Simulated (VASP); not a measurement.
```
CELL_PARAMETERS angstrom
      4.53996    -2.37829     0.00013
      4.53996     2.37829     0.00013
      3.29396     0.00000     3.92649
ATOMIC_POSITIONS crystal
  Al 0.85189 0.85189 0.85189
  Al 0.35189 0.35189 0.35189
  Al 0.14811 0.14811 0.14811
  Al 0.64811 0.64811 0.64811
  O  0.44374 0.05626 0.75000
  O  0.05626 0.75000 0.44374
  O  0.55626 0.94374 0.25000
  O  0.25000 0.55626 0.94374
  O  0.94374 0.25000 0.55626
  O  0.75000 0.44374 0.05626
```

Computed with r2SCAN meta-GGA, VASP's PBE PAW potentials (set 64) (plane waves; VASP). Run with 520 eV cut-off, 6×6×6 Γ-centred mesh, tetrahedra with Blöchl corrections, potentials Al O.

The cores are frozen, which limits the accuracy of field gradients.

**Question.** Give the principal components of the electric field gradient (V/Å²) and the asymmetry η at each nucleus.

**Answer.** 
```
atom   Vxx   Vyy    Vzz     η
----  ----  ----  -----  ----
Al1   -3.0  -3.0    6.0  0.00
Al2   -3.0  -3.0    6.0  0.00
Al3   -3.0  -3.0    6.0  0.00
Al4   -3.0  -3.0    6.0  0.00
O5    27.7   9.3  -37.0  0.50
O6    27.7   9.3  -37.0  0.50
O7    27.7   9.3  -37.0  0.50
O8    27.7   9.3  -37.0  0.50
O9    27.7   9.3  -37.0  0.50
O10   27.7   9.3  -37.0  0.50
```

The compound is Al2O3 in the corundum structure. It was relaxed first.
